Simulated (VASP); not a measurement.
VASP input:

### POSCAR
```
Li2Se
1
   -0.0000000000     3.0014893285     3.0014893285
    3.0014893285    -0.0000000000     3.0014893285
    3.0014893285     3.0014893285     0.0000000000
Li Se
2 1
Direct
  0.2500000000   0.2500000000   0.2500000000
  0.7500000000   0.7500000000   0.7500000000
  1.0000000000   1.0000000000   1.0000000000
```

### KPOINTS
```
Regular mesh
0
G
 9 9 9
0 0 0
```

**INCAR**
```
SYSTEM = Li2Se
PREC = Accurate
ENCUT = 520
EDIFF = 1E-7
NELM = 100
ALGO = Normal
LREAL = .FALSE.
LASPH = .TRUE.
ISMEAR = -5
GGA = PE
LMAXMIX = 4
LWAVE = .FALSE.
LCHARG = .TRUE.
LORBIT = 11
NEDOS = 601
ISIF = 2
```

POTCAR, in this order: Li_sv Se (PBE.64 set). Program: vasp_std.

**Question.** Translate this PBE calculation to Quantum ESPRESSO's pw.x.

**Answer.** One equivalent input (not run):
```
&CONTROL
  calculation = 'scf'
  pseudo_dir = './pseudo'
  outdir = './out'
  tprnfor = .true.
  tstress = .true.
/
&SYSTEM
  ibrav = 0
  nat = 3
  ntyp = 2
  ecutwfc = 86
  occupations = 'tetrahedra'
  input_dft = 'pbe'
/
&ELECTRONS
  conv_thr = 7.3e-09
  electron_maxstep = 100
/
ATOMIC_SPECIES
  Li 6.940 Li.upf
  Se 78.971 Se.upf
CELL_PARAMETERS angstrom
    -0.0000000    3.0014893    3.0014893
     3.0014893   -0.0000000    3.0014893
     3.0014893    3.0014893    0.0000000
ATOMIC_POSITIONS crystal
  Li   0.2500000  0.2500000  0.2500000
  Li   0.7500000  0.7500000  0.7500000
  Se   1.0000000  1.0000000  1.0000000
K_POINTS automatic
  9 9 9 0 0 0
```
What does not carry over: the potentials are each code's own (VASP's PAW set, PseudoDojo norm-conserving files in pw.x), so ENCUT and ecutwfc are chosen apart and not converted; conv_thr bounds pw.x's estimated SCF error, while EDIFF bounds the energy change between steps.

The compound is Li2Se in the antifluorite structure. It was relaxed first.
